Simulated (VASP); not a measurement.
Here is the system:

```
CuZn
1.0
    2.91818     0.00000     0.00000
    0.00000     2.91818     0.00000
    0.00000     0.00000     2.91818
Zn Cu
1 1
Direct
  0.50000   0.50000   0.50000
  0.00000   0.00000   0.00000
```

Method: TPSS meta-GGA, VASP's PBE PAW potentials (set 64) (plane waves; VASP 6.6.1). Settings: 520 eV cut-off, 14×14×14 Γ-centred mesh, tetrahedra with Blöchl corrections, potentials Zn Cu.

Q: Give the energies of bands 6 to 14 at the high-symmetry points, in eV from the Fermi level.

A: 
```
band      Γ      X      M      R
----  -----  -----  -----  -----
6     -7.38  -6.28  -4.79  -4.44
7     -3.72  -5.26  -3.50  -4.44
8     -3.72  -3.84  -2.97  -4.44
9     -2.81  -3.39  -2.97  -2.56
10    -2.81  -3.39  -2.58  -2.56
11    -2.81  -2.89  -1.97   4.12
12     6.37  -2.06  -1.97   4.38
13     6.37  12.00   1.88   4.38
14     6.37  12.00   2.21   4.38
```

It has no gap at this level: it comes out as a metal or semimetal.

The compound is CuZn in the CsCl type structure. It was relaxed first. The electron count is odd and the run is not spin-polarised, which forces a metal.
